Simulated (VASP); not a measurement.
Output of a VASP run:

**OSZICAR**
```
       N       E                     dE             d eps       ncg     rms          rms(c)
DAV:   1     0.681954625785E+00    0.68195E+00   -0.70457E+02  1210   0.415E+02
DAV:   2    -0.180119072822E+01   -0.24831E+01   -0.23535E+01  1695   0.596E+01
DAV:   3    -0.190000102516E+01   -0.98810E-01   -0.98779E-01  1480   0.876E+00
DAV:   4    -0.190232204728E+01   -0.23210E-02   -0.23208E-02  1615   0.131E+00
DAV:   5    -0.190235582417E+01   -0.33777E-04   -0.33777E-04  1510   0.125E-01    0.191E-01
DAV:   6    -0.190134286975E+01    0.10130E-02   -0.33567E-04  1920   0.105E-01    0.111E-01
DAV:   7    -0.190093807168E+01    0.40480E-03   -0.80071E-04  1905   0.173E-01    0.296E-02
DAV:   8    -0.190093537156E+01    0.27001E-05   -0.13822E-05  1240   0.435E-02    0.144E-03
DAV:   9    -0.190093267932E+01    0.26922E-05   -0.77299E-07  1810   0.110E-02    0.499E-04
DAV:  10    -0.190093152119E+01    0.11581E-05   -0.33924E-08   675   0.211E-03    0.631E-04
DAV:  11    -0.190093165667E+01   -0.13548E-06   -0.69906E-09   650   0.126E-03    0.225E-05
DAV:  12    -0.190093165849E+01   -0.18143E-08   -0.11812E-09   625   0.523E-04
   1 F= -.20787638E+01 E0= -.20787344E+01  d E =-.881451E-04
```

OUTCAR:
```
------------------------ aborting loop because EDIFF is reached ----------------------------------------
 Edisp (eV)   -0.17783
  FORCE on cell =-STRESS in cart. coord.  units (eV):
  Direction    XX          YY          ZZ          XY          YZ          ZX
  --------------------------------------------------------------------------------------
  Total      -0.09711    -0.09711    -0.09711     0.00000     0.00000    -0.00000
  in kB      -8.07471    -8.07471    -8.07471     0.00000     0.00000    -0.00000
  external pressure =       -8.07 kB  Pullay stress =        0.00 kB
  volume of cell :       19.27
      direct lattice vectors                 reciprocal lattice vectors
    -1.688849811  1.688849811  1.688849811     0.000000000  0.296059482  0.296059482
     1.688849811 -1.688849811  1.688849811     0.296059482  0.000000000  0.296059482
     1.688849811  1.688849811 -1.688849811     0.296059482  0.296059482  0.000000000
 POSITION                                       TOTAL-FORCE (eV/Angst)
 -----------------------------------------------------------------------------------
      0.00000      0.00000      0.00000        -0.000000      0.000000      0.000000
 -----------------------------------------------------------------------------------
    total drift:                               -0.000000     -0.000000      0.000000
  FREE ENERGIE OF THE ION-ELECTRON SYSTEM (eV)
  ---------------------------------------------------
  free  energy   TOTEN  =        -2.0787638208 eV

  energy  without entropy=       -2.0786756757  energy(sigma->0) =       -2.07873444
```
(Selected blocks of OUTCAR.)

POSCAR:
```
Li
1
   -1.6888498113     1.6888498113     1.6888498113
    1.6888498113    -1.6888498113     1.6888498113
    1.6888498113     1.6888498113    -1.6888498113
Li
1
Direct
  0.0000000000   0.0000000000   0.0000000000
```

Write an INCAR and KPOINTS that could have produced this output.

This is not unique; one that fits is the input of the run itself, PBE GGA with D3 dispersion (Becke-Johnson damping), plane waves, VASP's PBE PAW potentials (set 64).

### INCAR
```
ALGO  =  Normal
EDIFF  =  1E-7
ENCUT  =  520
GGA  =  PE
ISIF  =  2
ISMEAR  =  1
IVDW  =  12
LASPH  =  .TRUE.
LCHARG  =  .FALSE.
LREAL  =  .FALSE.
LWAVE  =  .FALSE.
NELM  =  100
PREC  =  Accurate
SIGMA  =  0.1
SYSTEM  =  Li
```

**KPOINTS**
```
Automatic mesh
0
Gamma
15 15 15
0 0 0
```

POTCAR, in this order: Li_sv (PBE.64 set). Program: vasp_std.

The compound is Li in the bcc structure. This cell is one point of a volume scan, at 1.06 of the reference volume.
